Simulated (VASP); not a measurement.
# SnTeS4 (P1) in VASP: relaxation of cell and atoms with PBE

Aim: the relaxation of cell and atoms of SnTeS4 with PBE.

Program: VASP 6.6.1. These are calculated values, not measurements. Logs are shortened: lines on timing, memory, paths and dates and some standing lists are left out, and cuts for length are marked.

### Step 1. The structure

The typed cell holds 12 atoms: a = 6.578 Å, b = 7.472 Å, c = 6.715 Å, α = 90.06°, β = 91.31°, γ = 90.19°.

The cell was built by a generator and needn't be a form met in nature.

### Step 2. Relaxation of cell and atoms, PBE

The input, INCAR:

```
ALGO     = Fast           # electronic algorithm
EDIFF    = 1E-5           # SCF threshold, eV
EDIFFG   = -0.03          # ionic threshold
ENCUT    = 520            # plane-wave cutoff, eV
GGA      = PE             # functional
IBRION   = 2              # ionic algorithm
ISIF     = 3              # what is computed and relaxed
ISMEAR   = 0              # smearing method
ISYM     = 0            
KPAR     = 2            
LASPH    = T              # aspherical terms in the spheres
LCHARG   = F              # write CHGCAR
LREAL    = Auto         
LWAVE    = F              # write WAVECAR
NELM     = 80             # most SCF steps
NSW      = 110            # ionic steps
PREC     = Normal         # precision mode
SIGMA    = 0.05           # smearing width, eV
```

The input, KPOINTS:

```
k-points
0
Gamma
  3 3 3
```

The input, POSCAR:

```
SnTeS4
1.0
    6.5774214900     -0.0108874500     -0.0703768000
   -0.0125433300      7.4722898400     -0.0043030100
   -0.0818111500     -0.0038193500      6.7146268000
Sn Te S
2 2 8
Direct
    0.0072687600      0.9985677900      0.0068862900
    0.9952625200      0.5005554800      0.0117623200
    0.4817557700      0.2408839800      0.0005522700
    0.4941411200      0.7626891700      0.0004064800
    0.8458371200      0.2506028400      0.2177256800
    0.8503645200      0.7524064000      0.2087991500
    0.1679268900      0.2499261100      0.7810646100
    0.1540051200      0.7497183500      0.7746958900
    0.3156752000      0.0013968500      0.2283008700
    0.3260818000      0.5071320600      0.2239899500
    0.6807282400      0.9961552800      0.7703167300
    0.7025423200      0.5011689700      0.7693511300
```

Potentials or basis: VASP PAW PBE potentials, release 64 (Sn_d, Te, S).

Command:

```
$ cat potpaw_PBE.64/Sn_d/POTCAR potpaw_PBE.64/Te/POTCAR potpaw_PBE.64/S/POTCAR > POTCAR
$ mpirun -np 2 vasp_std > vasp.out
```

OUTCAR:

```text
EDIFF = 1E-5
   EDIFFG = -0.03
   ENCUT = 520
   GGA = PE
   IBRION = 2
   ISIF = 3
   ISMEAR = 0
   ISYM = 0
   LASPH = T
   LREAL = Auto
   NELM = 80
   NSW = 110
   PREC = Normal

 ion  position               nearest neighbor table
   1  0.007  0.999  0.007-   9 2.49   6 2.52   5 2.60   8 2.63  11 2.64   7 2.65   3 3.60   4 3.66
                             2 3.72   2 3.75
   2  0.995  0.501  0.012-  12 2.49   6 2.50   5 2.53  10 2.57   8 2.68   7 2.70   1 3.72   1 3.75

   3  0.482  0.241  0.001-   7 2.51   9 2.61  10 2.71  11 2.75   5 2.78  12 2.90   4 3.57   1 3.60

   4  0.494  0.763  0.000-   9 2.64  11 2.65   8 2.67  10 2.68   6 2.70  12 2.87   3 3.57   1 3.66

   5  0.846  0.251  0.218-   2 2.53   1 2.60   3 2.78
   6  0.850  0.752  0.209-   2 2.50   1 2.52   4 2.70
   7  0.168  0.250  0.781-   3 2.51   1 2.65   2 2.70
   8  0.154  0.750  0.775-   1 2.63   4 2.67   2 2.68
   9  0.316  0.001  0.228-   1 2.49   3 2.61   4 2.64
  10  0.326  0.507  0.224-   2 2.57   4 2.68   3 2.71
  11  0.681  0.996  0.770-   1 2.64   4 2.65   3 2.75
  12  0.703  0.501  0.769-   2 2.49   4 2.87   3 2.90

IMPORTANT INFORMATION: All symmetrisations will be switched off!
NOSYMM: (Re-)initialisation of all symmetry stuff for point group C_1.

----------------------------------------------------------------------------------------

                                     Primitive cell

  volume of cell :     329.9691

  direct lattice vectors                    reciprocal lattice vectors
     6.577421490 -0.010887450 -0.070376800     0.152055511  0.000256314  0.001852793
    -0.012543330  7.472289840 -0.004303010     0.000222366  0.133828204  0.000078832
    -0.081811150 -0.003819350  6.714626800     0.001593854  0.000088449  0.148948075

  length of vectors
     6.577806997  7.472301607  6.715126262     0.152067014  0.133828412  0.148956628

  position of ions in fractional coordinates (direct lattice)
     0.007268760  0.998567790  0.006886290
     0.995262520  0.500555480  0.011762320
     0.481755770  0.240883980  0.000552270
     0.494141120  0.762689170  0.000406480
     0.845837120  0.250602840  0.217725680
     0.850364520  0.752406400  0.208799150
     0.167926890  0.249926110  0.781064610
     0.154005120  0.749718350  0.774695890
     0.315675200  0.001396850  0.228300870
     0.326081800  0.507132060  0.223989950
     0.680728240  0.996155280  0.770316730
     0.702542320  0.501168970  0.769351130

  ion indices of the primitive-cell ions
   primitive index   ion index
                 1           1
                 2           2
                 3           3
                 4           4
                 5           5
                 6           6
                 7           7
                 8           8
                 9           9
                10          10
                11          11
                12          12

----------------------------------------------------------------------------------------

 KPOINTS: k-points

Automatic generation of k-mesh.
 Grid dimensions read from file:
 generate k-points for:    3    3    3

 Generating k-lattice:

  Cartesian coordinates                     Fractional coordinates (reciprocal lattice)
     0.050685170  0.000085438  0.000617598     0.333333333  0.000000000  0.000000000
     0.000074122  0.044609401  0.000026277     0.000000000  0.333333333  0.000000000
     0.000531285  0.000029483  0.049649358     0.000000000  0.000000000  0.333333333

  Length of vectors
     0.050689005  0.044609471  0.049652209

  Shift w.r.t. Gamma in fractional coordinates (k-lattice)
     0.000000000  0.000000000  0.000000000

 Subroutine IBZKPT returns following result:
 ===========================================

 Found     14 irreducible k-points:

 Following reciprocal coordinates:
            Coordinates               Weight
  0.000000  0.000000  0.000000      1.000000
  0.333333  0.000000  0.000000      2.000000
 -0.000000  0.333333  0.000000      2.000000
  0.333333  0.333333  0.000000      2.000000
 -0.333333  0.333333  0.000000      2.000000
 -0.000000  0.000000  0.333333      2.000000
  0.333333 -0.000000  0.333333      2.000000
 -0.333333 -0.000000  0.333333      2.000000
 -0.000000  0.333333  0.333333      2.000000
  0.333333  0.333333  0.333333      2.000000
 -0.333333  0.333333  0.333333      2.000000
 -0.000000 -0.333333  0.333333      2.000000
  0.333333 -0.333333  0.333333      2.000000
 -0.333333 -0.333333  0.333333      2.000000
   k-points           NKPTS =     14   k-points in BZ     NKDIM =     14   number of bands    NBANDS=     52
   number of dos      NEDOS =    301   number of ions     NIONS =     12
   total plane-waves  NPLWV =  67200
   dimension x,y,z NGX =    40 NGY =   42 NGZ =   40
   dimension x,y,z NGXF=    80 NGYF=   84 NGZF=   80
   ions per type =               2   2   8
   NGX,Y,Z   is equivalent  to a cutoff of  10.11,  9.34,  9.90 a.u.
   NGXF,Y,Z  is equivalent  to a cutoff of  20.22, 18.69, 19.81 a.u.
 SYSTEM =  unknown system
   PREC   = normal    normal or accurate (medium, high low for compatibility)
   ISTART =      0    job   : 0-new  1-cont  2-samecut
   ICHARG =      2    charge: 1-file 2-atom 10-const
   ISPIN  =      1    spin polarized calculation?
   LNONCOLLINEAR =      F non collinear calculations
   LSORBIT =      F    spin-orbit coupling
   LASPH  =      T    aspherical Exc in radial PAW
   ENCUT  =  520.0 eV  38.22 Ry    6.18 a.u.  12.23 13.89 12.49*2*pi/ulx,y,z
   NELM   =     80;   NELMIN=  2; NELMDL= -5     # of ELM steps
   EDIFF  = 0.1E-04   stopping-criterion for ELM
   LREAL  =      T    real-space projection
   EDIFFG = -.3E-01   stopping-criterion for IOM
   NSW    =    110    number of steps for IOM
   IBRION =      2    ionic relax: 0-MD 1-quasi-New 2-CG
   NFREE  =      1    steps in history (QN), initial steepest desc. (CG)
   ISIF   =      3    stress and relaxation
   ISYM   =      0    0-nonsym 1-usesym 2-fastsym
   POTIM  = 0.5000    time-step for ionic-motion
   TEBEG  =    0.0;   TEEND  =   0.0 temperature during run
   PSTRESS=    0.0 pullay stress
   NELECT =      88.0000    total number of electrons
   NUPDOWN=      -1.0000    fix difference up-down
   EMIN   =  10.00;   EMAX   =-10.00  energy-range for DOS
   EFERMI =   0.00;   METHOD = LEGACY
   ISMEAR =     0;   SIGMA  =   0.05  broadening in eV -4-tet -1-fermi 0-gaus
   EFERMI_NEDOS =   21; number of points for ismear=-14 and -15
   IALGO  =     68    algorithm
   IMIX   =      4    mixing-type and parameters
     AMIX     =   0.40;   BMIX     =  1.00
     AMIX_MAG =   1.60;   BMIX_MAG =  1.00
  volume/ion in A,a.u.               =      27.50       185.56
  Fermi-wavevector in a.u.,A,eV,Ry     =   1.053767  1.991331 15.108250  1.110425
  Thomas-Fermi vector in A             =   2.188901
   LORBIT       =      0    0 simple, 1 ext, 2 COOP (PROOUT), +10 PAW based schemes
   GGA     = PE    functional components
   LHFCALC =     F    Hartree Fock is set to
   AEXX    =    0.0000 exact exchange contribution
   IVDW    =     0    specifies the selected vdW correction
   LEPSILON=     F    determine dielectric tensor
   LRPA    =     F    only Hartree local field effects (RPA)
 conjugate gradient relaxation of ions
 non-spin polarized calculation
 RMM-DIIS sequential band-by-band and
 Gauss-broadening in eV      SIGMA  =   0.05
  energy-cutoff  :      520.00
  volume of cell :      329.97
 maximum number of plane-waves:      8905
   NGX = 25   NGY = 27   NGZ = 25

--------------------------------------- Ionic step        1  -------------------------------------------

 number of electron      88.0000010 magnetization

 Free energy of the ion-electron system (eV)
  ---------------------------------------------------
  ext. energy  EPLUGINS =         0.00000000
  ---------------------------------------------------
  free energy    TOTEN  =       -48.10673883 eV

  energy without entropy =      -48.10673883  energy(sigma->0) =      -48.10673883

------------------------ aborting loop because EDIFF is reached ----------------------------------------

  FORCE on cell =-STRESS in cart. coord.  units (eV):
  Direction    XX          YY          ZZ          XY          YZ          ZX
  --------------------------------------------------------------------------------------
  -------------------------------------------------------------------------------------
  Total        2.4916178      2.1574957      2.3756826      0.6355655     -1.0326871      3.3117817
  in kB       12.0981434     10.4758012     11.5352157      3.0860121     -5.0142510     16.0804799
  external PRESSURE =      11.3697201 kB  Pullay stress =       0.0000000 kB
[... 119 lines left out ...]
  FREE ENERGIE OF THE ION-ELECTRON SYSTEM (eV)
  ---------------------------------------------------
  free  energy   TOTEN  =       -48.4343165271 eV

  energy  without entropy=      -48.4343165271  energy(sigma->0) =      -48.43431653

[... ionic steps 4 to 23 ...]

--------------------------------------- Ionic step       24  -------------------------------------------

 number of electron      88.0000034 magnetization

------------------------ aborting loop because EDIFF is reached ----------------------------------------

  FORCE on cell =-STRESS in cart. coord.  units (eV):
  Direction    XX          YY          ZZ          XY          YZ          ZX
  --------------------------------------------------------------------------------------
  -------------------------------------------------------------------------------------
  Total        0.0810193      0.0387744      0.0742885     -0.0021105      0.0333504     -0.0012232
  in kB        0.3912102      0.1872262      0.3587099     -0.0101909      0.1610361     -0.0059064
  external PRESSURE =       0.3123821 kB  Pullay stress =       0.0000000 kB
[... 77 lines left out ...]
  energy  without entropy=      -48.5629204922  energy(sigma->0) =      -48.56292049

--------------------------------------- Ionic step       26  -------------------------------------------

 number of electron      88.0000033 magnetization

 Free energy of the ion-electron system (eV)
  ---------------------------------------------------
  ext. energy  EPLUGINS =         0.00000000
  ---------------------------------------------------
  free energy    TOTEN  =       -48.56307703 eV

  energy without entropy =      -48.56307703  energy(sigma->0) =      -48.56307703

 E-fermi :   3.6697     XC(G=0):  -8.5386

 val. band max:        3.3839204360   @ k =   0.3333   0.3333   0.3333
 cond. band min:       4.3516452815   @ k =   0.0000   0.0000   0.0000
 fundamental gap:      0.9677248454
 Fermi energy:         3.6697206308

 k-point     1 :       0.0000    0.0000    0.0000
  band No.  band energies     occupation
      1     -18.0712      2.00000
      2     -18.0627      2.00000
      3     -18.0348      2.00000
      4     -18.0175      2.00000
      5     -18.0005      2.00000
      6     -17.9846      2.00000
[... 798 lines left out ...]
  FREE ENERGIE OF THE ION-ELECTRON SYSTEM (eV)
  ---------------------------------------------------
  free  energy   TOTEN  =       -48.5630770327 eV

  energy  without entropy=      -48.5630770327  energy(sigma->0) =      -48.56307703

 reached required accuracy - stopping structural energy minimisation
```

Run time: 16 min. Hardware: 2 MPI ranks of Intel Xeon Platinum 8559C (Emerald Rapids), shared host; peak memory 0.36 GiB.

Results:

| Quantity | Value |
| --- | --- |
| Free energy | -48.5631 eV |
| Relaxed volume | 27.66 Å³/atom |
| Relaxed cell | a = 6.528 Å, b = 7.530 Å, c = 6.753 Å, α = 90.29°, β = 89.60°, γ = 90.01° |
| Space group after relaxing (to 0.05 Å) | P-1 (No. 2) |
| Energy gained by relaxing | 38.0 meV/atom |
| Ionic steps | 26 |
| Pressure after relaxing | 0.0 GPa |
| Largest force after relaxing | 0.028 eV/Å |
| Band gap on the k mesh | 0.97 eV |

Forces in eV/Å, atoms in the order of the input:
```
Sn  -0.007 -0.004  0.005
Sn  -0.006 -0.001 -0.013
Te  -0.007  0.001  0.000
Te   0.015  0.013  0.020
S    0.001 -0.002  0.005
S    0.000 -0.007 -0.001
S    0.004 -0.004  0.001
S    0.009  0.006 -0.011
S    0.005  0.005 -0.014
S    0.001 -0.007  0.002
S   -0.007 -0.001 -0.002
S   -0.008  0.001  0.007
```

Step by step:
```
step  energy change (eV)  largest force (eV/Å)  pressure (GPa)  volume (Å³)
   1              0.0000                1.6189            1.14       329.97
   2             -0.3276                0.5228           -1.25       339.31
   3             -0.3276                0.5220           -1.24       339.30
   4             -0.4079                0.3428            0.32       330.81
   5             -0.4078                0.3446            0.32       330.78
   6             -0.4392                0.1769            0.17       331.24
   7             -0.4439                0.1669            0.09       331.48
   8             -0.4514                0.0730           -0.15       332.42
   9             -0.4517                0.0771           -0.16       332.57
  10             -0.4535                0.0652            0.12       331.26
  11             -0.4535                0.0685            0.14       331.31
  12             -0.4547                0.0479            0.07       331.51
  13             -0.4549                0.0523            0.06       331.62
  14             -0.4554                0.0304           -0.07       332.20
  15             -0.4554                0.0313           -0.06       332.18
  16             -0.4557                0.0307           -0.01       331.93
  17             -0.4558                0.0383            0.05       331.60
  18             -0.4559                0.0410            0.05       331.68
  19             -0.4561                0.0372            0.05       331.73
  20             -0.4562                0.0373            0.04       331.79
  21             -0.4560                0.0597            0.00       331.90
  22             -0.4562                0.0435           -0.02       331.82
  23             -0.4562                0.0425            0.01       331.80
  24             -0.4562                0.0432            0.03       331.81
  25             -0.4562                0.0425            0.01       331.81
  26             -0.4563                0.0285            0.01       331.89
```

Final structure:
```cif
data_structure
_symmetry_space_group_name_H-M 'P 1'
_symmetry_Int_Tables_number 1
_cell_length_a 6.5279
_cell_length_b 7.5296
_cell_length_c 6.7525
_cell_angle_alpha 90.288
_cell_angle_beta 89.602
_cell_angle_gamma 90.008
_cell_volume 331.89
loop_
_atom_site_label
_atom_site_type_symbol
_atom_site_fract_x
_atom_site_fract_y
_atom_site_fract_z
_atom_site_occupancy
Sn1 Sn 0.00208 0.00128 0.99921 1
Sn2 Sn 0.00179 0.50127 0.00098 1
Te1 Te 0.50136 0.25050 0.99996 1
Te2 Te 0.50157 0.75044 0.99782 1
S1 S 0.84363 0.25179 0.22097 1
S2 S 0.84393 0.75262 0.22062 1
S3 S 0.15952 0.25037 0.77850 1
S4 S 0.15968 0.74961 0.77813 1
S5 S 0.32238 0.00169 0.22583 1
S6 S 0.32286 0.50184 0.22597 1
S7 S 0.68119 0.99983 0.77280 1
S8 S 0.68160 0.49996 0.77304 1
```

Caveat: spin-orbit coupling is left out, which moves the levels of the heavy elements; an odd mesh through Γ misses points on the zone boundary, where band edges often lie.
